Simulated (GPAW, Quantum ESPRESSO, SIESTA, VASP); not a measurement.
## BPd4: 4 runs at one level of theory

```
Pd B
1.0
     2.89203    0.00000    0.00000
     0.00000    4.36501    0.00000
     0.00000    0.00000    5.85632
Pd B
4 1
Direct
  0.50000 0.00000 0.19758
  0.00000 0.00000 0.61947
  0.00000 0.50000 0.32916
  0.50000 0.50000 0.86756
  0.50000 0.00000 0.86323
```

The cell comes from a database or a generator and needn't be the stable form of this composition.

Alike in all runs: task single point; functional PBEsol; k mesh 9 × 6 × 5; occupations fermi-dirac, width 0.05 eV; no spin polarisation; no spin-orbit coupling. Pressure is positive in compression and, in plane waves, holds the error of the finite cutoff.

```json
{"program and potentials": "VASP, PBE PAW files B, Pd, 520 eV", "plane-wave cutoff (eV)": "520", "notes": "potentials made for PBE; 8.6 valence electrons an atom on average", "pressure (GPa)": "-8.47", "largest force (eV/Å)": "0.138"}
{"program and potentials": "SIESTA, files PseudoDojo sr-pbesol-0.4.1-standard, DZP (energy shift 0.003 Ry; two zetas on semicore shells)", "plane-wave cutoff (eV)": "-", "notes": "atomic basis; 15 valence electrons an atom on average", "pressure (GPa)": "-6.72", "largest force (eV/Å)": "0.099"}
{"program and potentials": "Quantum ESPRESSO, GBRV 1.5 PBEsol", "plane-wave cutoff (eV)": "612", "notes": "13.4 valence electrons an atom on average", "pressure (GPa)": "-8.32", "largest force (eV/Å)": "0.166"}
{"program and potentials": "GPAW, PAW data sets generated for this functional", "plane-wave cutoff (eV)": "800", "notes": "13.4 valence electrons an atom on average", "pressure (GPa)": "-8.16", "largest force (eV/Å)": "0.163"}
```

Force on atom 4 (Pd), eV/Å:

| program and potentials | x | y | z |
| --- | --- | --- | --- |
| VASP, PBE PAW files B, Pd, 520 eV | 0.000 | 0.000 | 0.138 |
| SIESTA, files PseudoDojo sr-pbesol-0.4.1-standard, DZP (energy shift 0.003 Ry; two zetas on semicore shells) | 0.000 | 0.000 | 0.099 |
| Quantum ESPRESSO, GBRV 1.5 PBEsol | 0.000 | 0.000 | 0.129 |
| GPAW, PAW data sets generated for this functional | 0.000 | 0.000 | 0.134 |

The pressure spans -8.47 (VASP, PBE PAW files B, Pd, 520 eV) to -6.72 GPa (SIESTA, files PseudoDojo sr-pbesol-0.4.1-standard, DZP (energy shift 0.003 Ry; two zetas on semicore shells)). The pressure on the cell as given of SIESTA, files PseudoDojo sr-pbesol-0.4.1-standard, DZP (energy shift 0.003 Ry; two zetas on semicore shells) lies far from the others; the cause wasn't traced. Rows in atomic bases carry the error of their basis and grid, which can be large.

Differences between rows come from potentials, basis sets and numerical settings, since the functional is the same but for its coding. Runs on potential files found faulty are left out.
